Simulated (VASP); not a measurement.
Method: revTPSS meta-GGA, VASP's PBE PAW potentials (set 64) (plane waves; VASP 6.6.1).

VASP ran on this input.

**KPOINTS**
```
Automatic mesh
0
Gamma
18 18 10
0 0 0
```

INCAR:
```
! general
SYSTEM  = Be
PREC    = Accurate
ENCUT   = 520
LREAL   = .FALSE.   ! projection in real space or not
LASPH   = .TRUE.   ! aspherical one-centre terms

! electronic loop
EDIFF   = 1E-7   ! SCF stop (eV)
NELM    = 100   ! most electronic steps
ALGO    = Normal   ! blocked Davidson
LMIXTAU = .TRUE.

! smearing
ISMEAR  = 1   ! Methfessel-Paxton
SIGMA   = 0.1   ! width (eV)

! functional
METAGGA = RTPSS

! ions
IBRION  = 2   ! conjugate gradients
NSW     = 30   ! most ionic steps
ISIF    = 4
EDIFFG  = -0.01   ! ionic stop

! output
LWAVE   = .FALSE.
LCHARG  = .FALSE.
```

### POSCAR
```
Be
1.0
  1.1426182038  -1.9790726124   0.0000000000
  1.1426182038   1.9790726124   0.0000000000
  0.0000000000   0.0000000000   3.5887085856
Be
2
Cartesian
  1.1426182038   0.6596921902   0.8971771464
  1.1426182038  -0.6596921902   2.6915314392
```

POTCAR, in this order: Be (PBE.64 set). Program: vasp_std.

What VASP printed:

### OSZICAR
```
       N       E                     dE             d eps       ncg     rms          rms(c)
DAV:   1     0.605423624428E+02    0.60542E+02   -0.46247E+03  2688   0.193E+03
DAV:   2     0.302894966970E+02   -0.30253E+02   -0.29140E+02  5286   0.353E+02
DAV:   3     0.286228335425E+02   -0.16667E+01   -0.16536E+01  5274   0.788E+01
DAV:   4     0.285542656722E+02   -0.68568E-01   -0.68444E-01  5238   0.175E+01
DAV:   5     0.285502490310E+02   -0.40166E-02   -0.40126E-02  5322   0.342E+00    0.275E+00
DAV:   6    -0.862674434381E+01   -0.37177E+02   -0.10676E+02  5310   0.163E+03    0.136E+00
DAV:   7    -0.958808306481E+01   -0.96134E+00   -0.43936E+00  3912   0.357E+01    0.952E-01
DAV:   8    -0.957289893960E+01    0.15184E-01   -0.49794E-01  3276   0.123E+01    0.295E-01
DAV:   9    -0.958068671590E+01   -0.77878E-02   -0.46763E-01  2688   0.111E+01    0.105E-01
DAV:  10    -0.958633678909E+01   -0.56501E-02   -0.12092E-03  4728   0.462E-01    0.492E-02
DAV:  11    -0.958548151505E+01    0.85527E-03   -0.13605E-04  2778   0.170E-01    0.312E-02
DAV:  12    -0.958638743013E+01   -0.90592E-03   -0.16569E-04  3042   0.195E-01    0.730E-03
DAV:  13    -0.958639754729E+01   -0.10117E-04   -0.13179E-06  3894   0.156E-02    0.268E-03
DAV:  14    -0.958640041739E+01   -0.28701E-05   -0.91331E-07  3078   0.959E-03    0.696E-04
DAV:  15    -0.958640129957E+01   -0.88218E-06   -0.21544E-07  3024   0.595E-03    0.299E-04
DAV:  16    -0.958640153270E+01   -0.23313E-06   -0.41547E-09  1854   0.787E-04    0.173E-04
DAV:  17    -0.958640148472E+01    0.47977E-07   -0.10151E-09  1704   0.405E-04
   1 F= -.95864015E+01 E0= -.95863465E+01  d E =-.958640E+01
       N       E                     dE             d eps       ncg     rms          rms(c)
DAV:   1    -0.958688865743E+01   -0.48712E-03   -0.46519E-03  3378   0.453E-01    0.258E-02
DAV:   2    -0.958687964930E+01    0.90081E-05   -0.23389E-05  3216   0.427E-02    0.152E-02
DAV:   3    -0.958687566742E+01    0.39819E-05   -0.41206E-06  3348   0.163E-02    0.667E-04
DAV:   4    -0.958687546159E+01    0.20583E-06   -0.38868E-07  3300   0.386E-03    0.356E-04
DAV:   5    -0.958687584682E+01   -0.38523E-06   -0.25067E-07  2934   0.332E-03    0.334E-04
DAV:   6    -0.958687578997E+01    0.56851E-07   -0.49773E-08  1740   0.162E-03
   2 F= -.95868758E+01 E0= -.95868229E+01  d E =-.474305E-03
```

**OUTCAR**
```
------------------------ aborting loop because EDIFF is reached ----------------------------------------
  FORCE on cell =-STRESS in cart. coord.  units (eV):
  Direction    XX          YY          ZZ          XY          YZ          ZX
  --------------------------------------------------------------------------------------
  Total       -0.3659327     -0.3659327     -0.3391868      0.0000000      0.0000000      0.0000000
  in kB      -36.1227475    -36.1227414    -33.4825466      0.0000000      0.0000000      0.0000000
  external PRESSURE =     -35.2426785 kB  Pullay stress =       0.0000000 kB
  volume of cell :       16.23
      direct lattice vectors                 reciprocal lattice vectors
     1.140524711 -1.975446580 -0.000000000     0.438394710 -0.253107325 -0.000000000
     1.140524711  1.975446580  0.000000000     0.438394710  0.253107325  0.000000000
     0.000000000 -0.000000000  3.601895197    -0.000000000 -0.000000000  0.277631620
 POSITION                                       TOTAL-FORCE (eV/Angst)
 -----------------------------------------------------------------------------------
      1.14052      0.65848      0.90047         0.000000     -0.000000      0.000000
      1.14052     -0.65848      2.70142        -0.000000      0.000000      0.000000
 -----------------------------------------------------------------------------------
    total drift:                               -0.000000     -0.000003      0.000005
  FREE ENERGIE OF THE ION-ELECTRON SYSTEM (eV)
  ---------------------------------------------------
  free  energy   TOTEN  =        -9.5868757900 eV

  energy  without entropy=       -9.5867170649  energy(sigma->0) =       -9.58682288

 reached required accuracy - stopping structural energy minimisation
```
(Selected blocks of OUTCAR.)

### CONTCAR
```
Be
   1.00000000000000
     1.1405247107044856   -1.9754465798133791   -0.0000000000000000
     1.1405247107044856    1.9754465798133791    0.0000000000000000
     0.0000000000000000   -0.0000000000000000    3.6018951972053901
  Be
     2
Direct
     0.3333330000000032    0.6666669999999968    0.2500000000000000
     0.6666669999999968    0.3333330000000032    0.7500000000000000
```

The compound is Be in the hcp structure. This cell is one point of a volume scan, at 1.03 of the reference volume. Symmetry was kept, so distortions that lower it aren't found.
